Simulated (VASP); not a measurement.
# CaSi6 (P1) in VASP: single point with r2SCAN

Aim: the single point of CaSi6 with r2SCAN.

Program: VASP 6.6.1. These are calculated values, not measurements. Logs are shortened: lines on timing, memory, paths and dates and some standing lists are left out, and cuts for length are marked.

### Step 1. Starting point

The typed cell holds 7 atoms: a = 5.006 Å, b = 4.939 Å, c = 4.968 Å, α = 88.84°, β = 89.21°, γ = 89.52°.

The cell was built by a generator and needn't be a form met in nature.

### Step 2. Single point, r2SCAN

POSCAR reads:

```
CaSi6
1.0
    5.0059720900      0.0207052100      0.0342202700
    0.0207052100      4.9383026900      0.0499465100
    0.0342202700      0.0499465100      4.9675945900
Ca Si
1 6
Direct
    0.5116620000      0.4992190000      0.4841630000
    0.0390660000      0.0004240000      0.3011590000
    0.9785450000      0.9987590000      0.7120790000
    0.3320740000      0.9872510000      0.9911190000
    0.7296120000      0.9831670000      0.0395750000
    0.9852460000      0.2789280000      0.9938860000
    0.0187580000      0.7221500000      0.0312500000
```

INCAR.step1 reads:

```
PREC = Accurate ; ENCUT = 520
ISMEAR = -1 ; SIGMA = 0.0869
LREAL = F ; LASPH = T
NELM = 100 ; NBANDS = 26
GGA = PE ; ALGO = Normal
EDIFF = 1E-4 ; LWAVE = T
LCHARG = F
```

INCAR.step2 reads:

```
PREC = Accurate ; ENCUT = 520
EDIFF = 1E-7 ; ISMEAR = -1
SIGMA = 0.0869 ; LREAL = F
LASPH = T ; NELM = 100
ALGO = Normal ; ISIF = 2
LWAVE = F ; LCHARG = T
METAGGA = R2SCAN ; LMIXTAU = T
LELF = T ; LVHAR = T
NBANDS = 26 ; ISTART = 1
```

KPOINTS reads:

```
Automatic mesh
0
Gamma
  4 4 4
  0.5 0 0
```

Potentials or basis: VASP PAW PBE potentials, release 64 (Ca_sv, Si).

Command:

```bash
$ cat potpaw_PBE.64/Ca_sv/POTCAR potpaw_PBE.64/Si/POTCAR > POTCAR
$ cp INCAR.step1 INCAR
$ mpirun -np 1 vasp_std > vasp.out
$ cp INCAR.step2 INCAR
$ mpirun -np 1 vasp_std > vasp.out
```

OUTCAR:

```text
PREC = Accurate
   ENCUT = 520
   EDIFF = 1E-7
   ISMEAR = -1
   LREAL = F
   LASPH = T
   NELM = 100
   ISIF = 2
   METAGGA = R2SCAN
   ISTART = 1

 ion  position               nearest neighbor table
   1  0.512  0.499  0.484-
   2  0.039  0.000  0.301-   7 1.94   5 2.04   6 2.05   3 2.06   4 2.11   3 2.95
   3  0.979  0.999  0.712-   6 1.99   5 2.04   2 2.06   7 2.08   4 2.26   2 2.95
   4  0.332  0.987  0.991-   5 2.01   7 2.06   2 2.11   6 2.25   3 2.26   5 3.02
   5  0.730  0.983  0.040-   7 1.93   6 1.96   4 2.01   3 2.04   2 2.04   4 3.02
   6  0.985  0.279  0.994-   5 1.96   3 1.99   2 2.05   7 2.21   4 2.25   7 2.76
   7  0.019  0.722  0.031-   5 1.93   2 1.94   4 2.06   3 2.08   6 2.21   6 2.76

  LATTYP: Found a triclinic cell.
 ALAT       =     4.9679635356
 B/A-ratio  =     1.3957300946
 C/A-ratio  =     1.7318268916
 COS(alpha) =     0.0026179591
 COS(beta)  =     0.5810077860
 COS(gamma) =     0.7020874802

  Lattice vectors:

 A1 = (  -0.0342202700,  -0.0499465100,  -4.9675945900)
 A2 = (  -0.0135150600,   4.8883561800,  -4.9176480800)
 A3 = (   4.9510466100,  -4.9675439900,  -4.9833208300)

Analysis of symmetry for initial positions (statically):
=====================================================================
 Subroutine PRICEL returns:
 Original cell was already a primitive cell.

 Routine SETGRP: Setting up the symmetry group for a
 triclinic supercell.

 Subroutine GETGRP returns: Found  1 space group operations
 (whereof  1 operations were pure point group operations)
 out of a pool of  2 trial point group operations.

The static configuration has the point symmetry C_1 .

Analysis of symmetry for dynamics (positions and initial velocities):
=====================================================================
 Subroutine PRICEL returns:
 Original cell was already a primitive cell.

 Routine SETGRP: Setting up the symmetry group for a
 triclinic supercell.

 Subroutine GETGRP returns: Found  1 space group operations
 (whereof  1 operations were pure point group operations)
 out of a pool of  2 trial point group operations.

The dynamic configuration has the point symmetry C_1 .

 Subroutine INISYM returns: Found  1 space group operations
 (whereof  1 operations are pure point group operations),
 and found     1 'primitive' translations

----------------------------------------------------------------------------------------

                                     Primitive cell

  volume of cell :     122.7836

  direct lattice vectors                    reciprocal lattice vectors
     5.005972090  0.020705210  0.034220270     0.199774159 -0.000823774 -0.001367902
     0.020705210  4.938302690  0.049946510    -0.000823774  0.202522717 -0.002030583
     0.034220270  0.049946510  4.967594590    -0.001367902 -0.002030583  0.201334512

  length of vectors
     5.006131870  4.938598669  4.967963536     0.199780541  0.202534572  0.201349398

  position of ions in fractional coordinates (direct lattice)
     0.511662000  0.499219000  0.484163000
     0.039066000  0.000424000  0.301159000
     0.978545000  0.998759000  0.712079000
     0.332074000  0.987251000  0.991119000
     0.729612000  0.983167000  0.039575000
     0.985246000  0.278928000  0.993886000
     0.018758000  0.722150000  0.031250000

  ion indices of the primitive-cell ions
   primitive index   ion index
                 1           1
                 2           2
                 3           3
                 4           4
                 5           5
                 6           6
                 7           7

----------------------------------------------------------------------------------------

 KPOINTS: Automatic mesh

Automatic generation of k-mesh.
 Grid dimensions read from file:
 generate k-points for:    4    4    4

 Generating k-lattice:

  Cartesian coordinates                     Fractional coordinates (reciprocal lattice)
     0.049943540 -0.000205943 -0.000341975     0.250000000  0.000000000  0.000000000
    -0.000205943  0.050630679 -0.000507646     0.000000000  0.250000000  0.000000000
    -0.000341975 -0.000507646  0.050333628     0.000000000  0.000000000  0.250000000

  Length of vectors
     0.049945135  0.050633643  0.050337349

  Shift w.r.t. Gamma in fractional coordinates (k-lattice)
     0.500000000  0.000000000  0.000000000

 Subroutine IBZKPT returns following result:
 ===========================================

 Found     32 irreducible k-points:

 Following reciprocal coordinates:
            Coordinates               Weight
  0.125000  0.000000  0.000000      2.000000
  0.375000  0.000000  0.000000      2.000000
  0.125000  0.250000  0.000000      2.000000
  0.375000  0.250000  0.000000      2.000000
 -0.375000  0.250000  0.000000      2.000000
 -0.125000  0.250000  0.000000      2.000000
[... 16 lines left out ...]
 -0.375000 -0.250000  0.250000      2.000000
 -0.125000 -0.250000  0.250000      2.000000
 [... further k-points ...]
   k-points           NKPTS =     32   k-points in BZ     NKDIM =     32   number of bands    NBANDS=     26
   number of dos      NEDOS =    301   number of ions     NIONS =      7
   total plane-waves  NPLWV =  64000
   dimension x,y,z NGX =    40 NGY =   40 NGZ =   40
   dimension x,y,z NGXF=    80 NGYF=   80 NGZF=   80
   ions per type =               1   6
   NGX,Y,Z   is equivalent  to a cutoff of  13.28, 13.47, 13.39 a.u.
   NGXF,Y,Z  is equivalent  to a cutoff of  26.57, 26.93, 26.77 a.u.
 SYSTEM =  unknown system
   PREC   = accura    normal or accurate (medium, high low for compatibility)
   ISTART =      1    job   : 0-new  1-cont  2-samecut
   ICHARG =      0    charge: 1-file 2-atom 10-const
   ISPIN  =      1    spin polarized calculation?
   LNONCOLLINEAR =      F non collinear calculations
   LSORBIT =      F    spin-orbit coupling
   LASPH  =      T    aspherical Exc in radial PAW
   ENCUT  =  520.0 eV  38.22 Ry    6.18 a.u.   9.31  9.18  9.24*2*pi/ulx,y,z
   NELM   =    100;   NELMIN=  2; NELMDL=  0     # of ELM steps
   EDIFF  = 0.1E-06   stopping-criterion for ELM
   LREAL  =      F    real-space projection
   EDIFFG = 0.1E-05   stopping-criterion for IOM
   NSW    =      0    number of steps for IOM
   IBRION =     -1    ionic relax: 0-MD 1-quasi-New 2-CG
   NFREE  =      0    steps in history (QN), initial steepest desc. (CG)
   ISIF   =      2    stress and relaxation
   ISYM   =      2    0-nonsym 1-usesym 2-fastsym
   POTIM  = 0.5000    time-step for ionic-motion
   TEBEG  =    0.0;   TEEND  =   0.0 temperature during run
   PSTRESS=    0.0 pullay stress
   NELECT =      34.0000    total number of electrons
   NUPDOWN=      -1.0000    fix difference up-down
   EMIN   =  10.00;   EMAX   =-10.00  energy-range for DOS
   EFERMI =   0.00;   METHOD = LEGACY
   ISMEAR =    -1;   SIGMA  =   0.09  broadening in eV -4-tet -1-fermi 0-gaus
   EFERMI_NEDOS =   21; number of points for ismear=-14 and -15
   IALGO  =     38    algorithm
   IMIX   =      4    mixing-type and parameters
     AMIX     =   0.40;   BMIX     =  1.00
     AMIX_MAG =   1.60;   BMIX_MAG =  1.00
  volume/ion in A,a.u.               =      17.54       118.37
  Fermi-wavevector in a.u.,A,eV,Ry     =   1.067057  2.016446 15.491743  1.138611
  Thomas-Fermi vector in A             =   2.202661
   LORBIT       =      0    0 simple, 1 ext, 2 COOP (PROOUT), +10 PAW based schemes
   METAGGA = R2SCAN    functional components
   LHFCALC =     F    Hartree Fock is set to
   AEXX    =    0.0000 exact exchange contribution
   IVDW    =     0    specifies the selected vdW correction
   LEPSILON=     F    determine dielectric tensor
   LRPA    =     F    only Hartree local field effects (RPA)
 non-spin polarized calculation
  energy-cutoff  :      520.00
  volume of cell :      122.78
 maximum number of plane-waves:      3325
 NGX is ok and might be reduce to    40
   NGX = 19   NGY = 19   NGZ = 19

 number of electron      33.9999999 magnetization

 Free energy of the ion-electron system (eV)
  ---------------------------------------------------
  ext. energy  EPLUGINS =         0.00000000
  ---------------------------------------------------
  free energy    TOTEN  =       -44.79856679 eV

  energy without entropy =      -44.70659848  energy(sigma->0) =      -44.75258263

 E-fermi :   7.9399     XC(G=0): -10.3416

 val. band max:        7.9286360563   @ k =   0.1250  -0.2500   0.2500
 cond. band min:       7.9629178616   @ k =  -0.1250  -0.2500   0.2500
 fundamental gap:      0.0342818052
 Fermi energy:         7.9398712779

 k-point     1 :       0.1250    0.0000    0.0000
  band No.  band energies     occupation
      1     -36.4473      2.00000
      2     -16.5726      2.00000
      3     -16.5394      2.00000
      4     -16.5268      2.00000
      5     -10.1949      2.00000
      6      -3.3315      2.00000
[... 18 lines left out ...]
     25      10.8011      0.00000
     26      10.9110      0.00000

 k-point     2 :       0.3750    0.0000    0.0000
  band No.  band energies     occupation
      1     -36.4472      2.00000
      2     -16.5772      2.00000
      3     -16.5390      2.00000
      4     -16.5263      2.00000
      5     -10.0416      2.00000
      6      -4.5658      2.00000
[... 18 lines left out ...]
     25      11.3893      0.00000
     26      11.8461      0.00000

 k-point     3 :       0.1250    0.2500    0.0000
  band No.  band energies     occupation
      1     -36.4472      2.00000
      2     -16.5722      2.00000
      3     -16.5394      2.00000
      4     -16.5301      2.00000
      5     -10.0987      2.00000
      6      -3.6666      2.00000
[... 572 lines left out ...]
 k-point    23 :      -0.3750   -0.2500    0.2500
  band No.  band energies     occupation
      1     -36.4471      2.00000
      2     -16.5758      2.00000
      3     -16.5415      2.00000
      4     -16.5293      2.00000
      5      -9.8448      2.00000
      6      -4.4277      2.00000
[... 18 lines left out ...]
     25      11.1426      0.00000
     26      11.3840      0.00000

 k-point    24 :      -0.1250   -0.2500    0.2500
  band No.  band energies     occupation
      1     -36.4471      2.00000
      2     -16.5719      2.00000
      3     -16.5421      2.00000
      4     -16.5300      2.00000
      5      -9.9923      2.00000
      6      -3.9897      2.00000
[... 18 lines left out ...]
     25      10.9496      0.00000
     26      11.4968      0.00000

 [... further k-points ...]

------------------------ aborting loop because EDIFF is reached ----------------------------------------

  FORCE on cell =-STRESS in cart. coord.  units (eV):
  Direction    XX          YY          ZZ          XY          YZ          ZX
  --------------------------------------------------------------------------------------
  -------------------------------------------------------------------------------------
  Total       47.5400408     39.6691903     43.4380113      1.0312512      3.6093637     -0.8086146
  in kB      620.3399623    517.6348943    566.8134452     13.4565795     47.0978252    -10.5514409
  external PRESSURE =     568.2627673 kB  Pullay stress =       0.0000000 kB

 VOLUME and BASIS-vectors are now :
 -----------------------------------------------------------------------------
  energy-cutoff  :      520.00
  volume of cell :      122.78
      direct lattice vectors                 reciprocal lattice vectors
     5.005972090  0.020705210  0.034220270     0.199774159 -0.000823774 -0.001367902
     0.020705210  4.938302690  0.049946510    -0.000823774  0.202522717 -0.002030583
     0.034220270  0.049946510  4.967594590    -0.001367902 -0.002030583  0.201334512

 POSITION                                       TOTAL-FORCE (eV/Angst)
 -----------------------------------------------------------------------------------
      2.58827      2.50007      2.44757        -0.042565     -0.018823     -0.072882
      0.20588      0.01794      1.49739         2.920549      2.443520      9.668220
      4.94362      4.98800      3.62069         0.500196     -1.399501     -7.707539
      1.71671      4.93172      4.98415         3.410759      1.538303     -2.319017
      3.67413      4.87226      0.27067       -11.863528     -0.211666      2.131198
      4.97190      1.44747      4.98487         2.530932     11.919906      0.223852
      0.10992      3.56814      0.19195         2.543657    -14.271740     -1.923832
 -----------------------------------------------------------------------------------
    total drift:                                0.000226      0.000146      0.000641

  FREE ENERGIE OF THE ION-ELECTRON SYSTEM (eV)
  ---------------------------------------------------
  free  energy   TOTEN  =       -44.7985667881 eV

  energy  without entropy=      -44.7065984779  energy(sigma->0) =      -44.75258263
```

Wall time 3 min (1 thread of Intel Xeon 6975P-C (Granite Rapids), shared host); peak memory 0.3 GiB.

Results:

```yaml
Free_energy: -44.7986 eV
Pressure: 56.8 GPa
Largest_force: 14.624 eV/Å
Band_gap_on_the_k_mesh: none (metal or under the smearing width)
```

Forces in eV/Å, atoms in the order of the input:
```
Ca   -0.043  -0.019  -0.073
Si    2.921   2.444   9.668
Si    0.500  -1.400  -7.708
Si    3.411   1.538  -2.319
Si  -11.864  -0.212   2.131
Si    2.531  11.920   0.224
Si    2.544 -14.272  -1.924
```

Stress tensor (GPa, compression positive):
```
62.03  1.35 -1.06
 1.35 51.76  4.71
-1.06  4.71 56.68
```

Caveat: a pressure of tens of GPa on the cell as given is suspect, and the run, the potentials or the cell itself is likely at fault; the PAW data sets were made with another functional, which shifts forces and pressure a little.
